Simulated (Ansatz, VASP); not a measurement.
**TaN: VASP beside Ansatz**

One calculation is typed for both programs; each brings its own data sets. How far apart do they land? The cell is taken from a series of runs on this material, whose earlier steps may have relaxed, scaled, displaced or heated it; both programs get it as it stands.

Calculated with Ansatz 0.2.0; plane waves, with VASP 6.6.1 beside it; zone-centre phonons at LDA.

### 1. The structure

Symmetry: P-6m2, No. 187, hexagonal system. Conventional cell: a = 2.877 Å, b = 2.877 Å, c = 2.863 Å, α = 90.00°, β = 90.00°, γ = 120.00°. Nearest to N lie 6 Ta at 2.19 Å. Ta has 6 N at 2.19 Å nearest. Farther neighbours and most contacts between anions are not listed.

### 2. VASP: zone-centre phonons, LDA

Second derivatives magnify differences that forces hide, and they need a tight electronic threshold.

Lines of VASP's logs that name or quote its potential files are left out, and so is its time.

INCAR reads:

```
SYSTEM = TaN
PREC = Accurate
ENCUT = 600
EDIFF = 1E-08
NELM = 120
ISMEAR = 1
SIGMA = 0.2
LREAL = .FALSE.
ALGO = Normal
GGA = PW92
NBANDS = 14
LASPH = .TRUE.
LORBIT = 11
LWAVE = .FALSE.
LCHARG = .FALSE.
ISIF = 2
IBRION = 8
GGA_COMPAT = .FALSE.
KPAR = 2
```

POSCAR reads:

```
TaN
1.0
    2.8774433388      0.0000000000      0.0000000000
   -1.4387216694      2.4919390294      0.0000000000
    0.0000000000      0.0000000000      2.8630384889
N Ta
1 1
Direct
    0.6666666667      0.3333333333      0.0000000000
    0.0000000000      1.0000000000      0.5000000000
```

KPOINTS reads:

```
Automatic mesh
0
Gamma
18 18 16
0 0 0
```

Potentials, in the order of the species: N and Ta_pv (LDA family, release 64).

On the command line:

```
mpirun -np 2 vasp_std
```

Numbers of over 12 decimals in the logs are rounded to 6 here.

What it wrote:

```text
[banner, memory and clock lines left out]
running    2 mpi-ranks, on    1 nodes
 distrk:  each k-point on    1 cores,    2 groups
 distr:  one band on    1 cores,    1 groups

 POSCAR found type information on POSCAR N Ta
 POSCAR found :  2 types and       2 ions
|                                                                             |
|               ----> ADVICE to this user running VASP <----                  |
|                                                                             |
|     You enforced a specific xc type in the INCAR file but a different       |
|     [... a line on the potential file left out ...]
|     I HOPE YOU KNOW WHAT YOU ARE DOING!                                     |
|                                                                             |

 LDA part: xc-table for (Slater(with rela. corr.)+PW92), standard interpolation
 POSCAR, INCAR and KPOINTS ok, starting setup
 FFT: planning ... GRIDC
 FFT: planning ... GRID_SOFT
 FFT: planning ... GRID
 WAVECAR not read
 entering main loop
       N       E                     dE             d eps       ncg     rms          rms(c)
DAV:   1     0.100366380867E+03    0.10037E+03   -0.99029E+03  9340   0.134E+03
DAV:   2    -0.240095711804E+02   -0.12438E+03   -0.11807E+03 11304   0.334E+02
DAV:   3    -0.272282915708E+02   -0.32187E+01   -0.32014E+01 10632   0.508E+01
DAV:   4    -0.272426117897E+02   -0.14320E-01   -0.14318E-01 11322   0.370E+00
DAV:   5    -0.272427093667E+02   -0.97577E-04   -0.97576E-04 11004   0.287E-01    0.256E+01
DAV:   6    -0.248498139304E+02    0.23929E+01   -0.45482E+00 10296   0.252E+01    0.110E+01
DAV:   7    -0.247464556813E+02    0.10336E+00   -0.40499E-01 12408   0.582E+00    0.745E+00
DAV:   8    -0.247132959374E+02    0.33160E-01   -0.14293E-01 12204   0.327E+00    0.138E+00
DAV:   9    -0.247081227400E+02    0.51732E-02   -0.11142E-02 10152   0.892E-01    0.167E-01
DAV:  10    -0.247079444266E+02    0.17831E-03   -0.71915E-04 11712   0.312E-01    0.106E-01
DAV:  11    -0.247079149042E+02    0.29522E-04   -0.54860E-05 10680   0.710E-02    0.142E-02
DAV:  12    -0.247079150244E+02   -0.12014E-06   -0.30938E-06 11592   0.167E-02    0.302E-03
DAV:  13    -0.247079149949E+02    0.29460E-07   -0.14019E-07 11256   0.326E-03    0.148E-03
DAV:  14    -0.247079149887E+02    0.62521E-08   -0.15713E-08  8738   0.125E-03
   1 F= -.24707915E+02 E0= -.24708168E+02  d E =0.758123E-03
 Linear response reoptimize wavefunctions to high precision
DAV:   1    -0.247079149885E+02    0.19759E-09   -0.77283E-10  8034   0.291E-04
DAV:   2    -0.247079149885E+02   -0.11141E-10   -0.59786E-11  6390   0.811E-05
 Linear response DOF=           4
 Linear response progress:
  Degree of freedom:   1/  4
       N       E                     dE             d eps       ncg     rms          rms(c)
RMM:   1    -0.230576053826E+00   -0.23058E+00    0.10741E-01 93013   0.288E+00
RMM:   2    -0.224308965006E+00    0.62671E-02   -0.37946E-03 70387   0.481E-01    0.188E-01
RMM:   3    -0.225178189830E+00   -0.86922E-03   -0.69960E-04 67460   0.174E-01    0.102E-01
RMM:   4    -0.226469839494E+00   -0.12916E-02   -0.36673E-04 67824   0.121E-01    0.273E-02
RMM:   5    -0.226540251549E+00   -0.70412E-04   -0.11360E-05 76093   0.256E-02    0.254E-03
RMM:   6    -0.226543842892E+00   -0.35913E-05   -0.99059E-07 75479   0.546E-03    0.666E-04
RMM:   7    -0.226536723297E+00    0.71196E-05   -0.87733E-08 78369   0.158E-03    0.301E-04
RMM:   8    -0.226538326936E+00   -0.16036E-05   -0.56864E-08 77784   0.468E-04    0.889E-05
RMM:   9    -0.226537678865E+00    0.64807E-06   -0.11592E-08 75552   0.165E-04    0.160E-05
RMM:  10    -0.226537617276E+00    0.61589E-07   -0.74816E-09 82757   0.509E-05    0.785E-06
RMM:  11    -0.226537675503E+00   -0.58227E-07    0.38310E-09 78643   0.176E-05    0.221E-06
RMM:  12    -0.226537698473E+00   -0.22970E-07   -0.61660E-09 73734   0.828E-06    0.122E-06
RMM:  13    -0.226537692353E+00    0.61202E-08   -0.29405E-09 50385   0.516E-06    0.462E-07
 first order change of Fermi-energy   0.22783E-04
 force on displaced ion       1 direction 1 : -14.897   0.001   0.000
 Linear response progress:
  Degree of freedom:   2/  4
       N       E                     dE             d eps       ncg     rms          rms(c)
RMM:   1    -0.235085951948E+00   -0.23509E+00    0.15814E-01 31561   0.299E+00
RMM:   2    -0.229950627255E+00    0.51353E-02   -0.43137E-03 25133   0.506E-01    0.164E-01
RMM:   3    -0.230736392367E+00   -0.78577E-03   -0.11445E-03 23994   0.203E-01    0.830E-02
RMM:   4    -0.232042276602E+00   -0.13059E-02   -0.51890E-04 24471   0.134E-01    0.226E-02
RMM:   5    -0.232176331324E+00   -0.13405E-03   -0.19561E-05 26070   0.344E-02    0.425E-03
RMM:   6    -0.232183781522E+00   -0.74502E-05   -0.13018E-06 26402   0.830E-03    0.938E-04
RMM:   7    -0.232174431158E+00    0.93504E-05   -0.10077E-07 25536   0.225E-03    0.297E-04
RMM:   8    -0.232176213053E+00   -0.17819E-05   -0.73887E-09 27691   0.683E-04    0.969E-05
RMM:   9    -0.232176834980E+00   -0.62193E-06    0.15591E-09 26923   0.203E-04    0.200E-05
RMM:  10    -0.232176649479E+00    0.18550E-06   -0.14460E-10 27909   0.639E-05    0.494E-06
RMM:  11    -0.232176687156E+00   -0.37677E-07    0.19707E-09 27001   0.209E-05    0.953E-07
RMM:  12    -0.232176695551E+00   -0.83945E-08   -0.85734E-10 26435   0.903E-06    0.429E-07
 first order change of Fermi-energy  -0.44171E-04
 force on displaced ion       1 direction 3 :  -0.000  -0.000 -16.251
 Linear response progress:
  Degree of freedom:   3/  4
       N       E                     dE             d eps       ncg     rms          rms(c)
RMM:   1    -0.129141357145E+00   -0.12914E+00    0.11557E+01 42134   0.245E+01
RMM:   2    -0.158019971150E+00   -0.28879E-01   -0.25657E-02 63781   0.146E+00    0.186E-01
RMM:   3    -0.156752836246E+00    0.12671E-02   -0.28362E-03 73917   0.354E-01    0.103E-01
RMM:   4    -0.155946708541E+00    0.80613E-03   -0.37175E-04 82300   0.123E-01    0.404E-02
RMM:   5    -0.155645558220E+00    0.30115E-03   -0.57650E-05 82118   0.323E-02    0.704E-03
RMM:   6    -0.155649964448E+00   -0.44062E-05   -0.30249E-06 76785   0.126E-02    0.131E-03
RMM:   7    -0.155649621160E+00    0.34329E-06   -0.10731E-06 84430   0.388E-03    0.391E-04
RMM:   8    -0.155652345085E+00   -0.27239E-05   -0.77455E-07 91089   0.145E-03    0.154E-04
RMM:   9    -0.155653321561E+00   -0.97648E-06   -0.30962E-07 79126   0.586E-04    0.376E-05
RMM:  10    -0.155653690390E+00   -0.36883E-06   -0.13359E-07 85355   0.274E-04    0.159E-05
RMM:  11    -0.155653766683E+00   -0.76293E-07   -0.93910E-09 89922   0.117E-04    0.368E-06
RMM:  12    -0.155653763758E+00    0.29244E-08   -0.12760E-08 85654   0.621E-05    0.218E-06
 first order change of Fermi-energy  -0.55714E-04
 force on displaced ion       2 direction 1 : -14.893   0.000   0.000
 Linear response progress:
  Degree of freedom:   4/  4
       N       E                     dE             d eps       ncg     rms          rms(c)
RMM:   1    -0.151300299469E+00   -0.15130E+00    0.99386E+00 14969   0.238E+01
RMM:   2    -0.179940695029E+00   -0.28640E-01   -0.28171E-02 21895   0.149E+00    0.139E-01
RMM:   3    -0.179415255556E+00    0.52544E-03   -0.21790E-03 25989   0.309E-01    0.740E-02
RMM:   4    -0.179006261907E+00    0.40899E-03   -0.18701E-04 27173   0.955E-02    0.227E-02
RMM:   5    -0.178897535712E+00    0.10873E-03   -0.25156E-05 28404   0.268E-02    0.672E-03
RMM:   6    -0.178874235250E+00    0.23300E-04   -0.59094E-06 26509   0.101E-02    0.619E-04
RMM:   7    -0.178876272894E+00   -0.20376E-05   -0.29974E-06 29315   0.301E-03    0.326E-04
RMM:   8    -0.178879432724E+00   -0.31598E-05   -0.12165E-06 28328   0.121E-03    0.580E-05
RMM:   9    -0.178879940085E+00   -0.50736E-06   -0.80245E-07 30242   0.465E-04    0.284E-05
RMM:  10    -0.178880249178E+00   -0.30909E-06   -0.42377E-07 28271   0.230E-04    0.519E-06
RMM:  11    -0.178880330652E+00   -0.81474E-07   -0.23073E-07 31085   0.120E-04    0.335E-06
RMM:  12    -0.178880323098E+00    0.75545E-08   -0.98153E-08 27939   0.664E-05    0.611E-06
 first order change of Fermi-energy  -0.92464E-03
 force on displaced ion       2 direction 3 :  -0.000  -0.000 -16.248
 Linear response finished
```

OUTCAR, selected parts (step 2):

```text
ion  position               nearest neighbor table
   1  0.667  0.333  0.000-   2 2.19   2 2.19   2 2.19   2 2.19   2 2.19   2 2.19
   2  0.000  0.000  0.500-   1 2.19   1 2.19   1 2.19   1 2.19   1 2.19   1 2.19

  LATTYP: Found a hexagonal cell.
 ALAT       =     2.8774433388
 C/A-ratio  =     0.9949938719

 Subroutine GETGRP returns: Found 12 space group operations
 (whereof 12 operations were pure point group operations)

The static configuration has the point symmetry D_3h.

 Found    333 irreducible k-points:

   k-points           NKPTS =    333   k-points in BZ     NKDIM =    333   number of bands    NBANDS=     14

   dimension x,y,z NGX =    24 NGY =   24 NGZ =   24
   dimension x,y,z NGXF=    48 NGYF=   48 NGZF=   48

   ENCUT  =  600.0 eV  44.10 Ry    6.64 a.u.   5.75  5.75  5.72*2*pi/ulx,y,z

   NELECT =      16.0000    total number of electrons

 k-points in reciprocal lattice and weights: Automatic mesh
   0.00000000  0.00000000  0.00000000       0.000
   0.05555556  0.00000000  0.00000000       0.001
   0.11111111  0.00000000  0.00000000       0.001
   0.16666667  0.00000000  0.00000000       0.001
   0.22222222  0.00000000  0.00000000       0.001
   0.27777778  0.00000000  0.00000000       0.001
   0.33333333  0.00000000  0.00000000       0.001
   0.38888889  0.00000000  0.00000000       0.001
   0.44444444  0.00000000  0.00000000       0.001
[...]
0.33333333  0.27777778  0.50000000       0.002
   0.33333333  0.33333333  0.50000000       0.000

 average (electrostatic) potential at core
       1 -60.9005       2 -34.7993

  Total        1.3577931      1.3577931      0.2310835     -0.0000000      0.0000000      0.0000000
  in kB      105.9675278    105.9675278     18.0346700     -0.0000000      0.0000000      0.0000000
  external PRESSURE =      76.6565752 kB  Pullay stress =       0.0000000 kB

  energy-cutoff  :      600.00
  volume of cell :       20.53
      direct lattice vectors                 reciprocal lattice vectors
     2.877443339  0.000000000  0.000000000     0.347530736  0.200646964  0.000000000
    -1.438721669  2.491939029  0.000000000     0.000000000  0.401293927  0.000000000
     0.000000000  0.000000000  2.863038489     0.000000000  0.000000000  0.349279272

 POSITION                                       TOTAL-FORCE (eV/Angst)
 -----------------------------------------------------------------------------------
      1.43872      0.83065      0.00000         0.000000      0.000000      0.000000
      0.00000      0.00000      1.43152        -0.000000      0.000000      0.000000
 -----------------------------------------------------------------------------------
    total drift:                               -0.000000      0.000000      0.000000

 Eigenvectors and eigenvalues of the dynamical matrix
 ----------------------------------------------------

   1 f  =   17.482102 THz   109.843283 2PiTHz  583.140138 cm-1    72.300130 meV
             X         Y         Z           dx          dy          dz
      1.438722  0.830646  0.000000     0.000000    0.000000    0.963429
      0.000000  0.000000  1.431519    -0.000000    0.000000   -0.267965

   2 f  =   16.737699 THz   105.166066 2PiTHz  558.309551 cm-1    69.221531 meV
             X         Y         Z           dx          dy          dz
      1.438722  0.830646  0.000000    -0.000000    0.963431    0.000000
      0.000000  0.000000  1.431519     0.000000   -0.267955    0.000000

   3 f  =   16.737699 THz   105.166066 2PiTHz  558.309551 cm-1    69.221531 meV
             X         Y         Z           dx          dy          dz
      1.438722  0.830646  0.000000     0.963431    0.000000   -0.000000
      0.000000  0.000000  1.431519    -0.267955   -0.000000    0.000000

   4 f/i=    0.000460 THz     0.002887 2PiTHz    0.015329 cm-1     0.001901 meV
             X         Y         Z           dx          dy          dz
      1.438722  0.830646  0.000000    -0.000000    0.000000   -0.267965
      0.000000  0.000000  1.431519     0.000000    0.000000   -0.963429

   5 f/i=    0.000610 THz     0.003834 2PiTHz    0.020352 cm-1     0.002523 meV
             X         Y         Z           dx          dy          dz
      1.438722  0.830646  0.000000    -0.267955   -0.000000   -0.000000
      0.000000  0.000000  1.431519    -0.963431   -0.000000    0.000000

   6 f/i=    0.000610 THz     0.003834 2PiTHz    0.020352 cm-1     0.002523 meV
             X         Y         Z           dx          dy          dz
      1.438722  0.830646  0.000000     0.000000   -0.267955    0.000000
      0.000000  0.000000  1.431519     0.000000   -0.963431    0.000000

 ELASTIC MODULI CONTR FROM IONIC RELAXATION (kBar)
 Direction    XX          YY          ZZ          XY          YZ          ZX
 --------------------------------------------------------------------------------
 XX         -29.2650     29.2650      0.0000     -0.0000     -0.0000      0.0000
 YY          29.2650    -29.2650      0.0000      0.0000      0.0000      0.0000
 ZZ           0.0000      0.0000      0.0000      0.0000      0.0000      0.0000
 XY          -0.0000      0.0000      0.0000    -29.2650     -0.0000      0.0000
 YZ          -0.0000      0.0000      0.0000     -0.0000     -0.0000      0.0000
 ZX           0.0000      0.0000      0.0000      0.0000      0.0000      0.0000
 --------------------------------------------------------------------------------
```

[end of part 1 of 2]

[Lines on the potential files, build, host, timing and source positions are cut from VASP's logs without a mark.]

[Logs are printed without paths, hosts, clocks, repeated set-up lines and the standing remarks that a program may print on its own settings, such as how far it seeks lower states.]

[Hosts, paths, dates, database ids (printed as entryN), source tags and the programs' standing remarks are cut or masked in the printed files.]
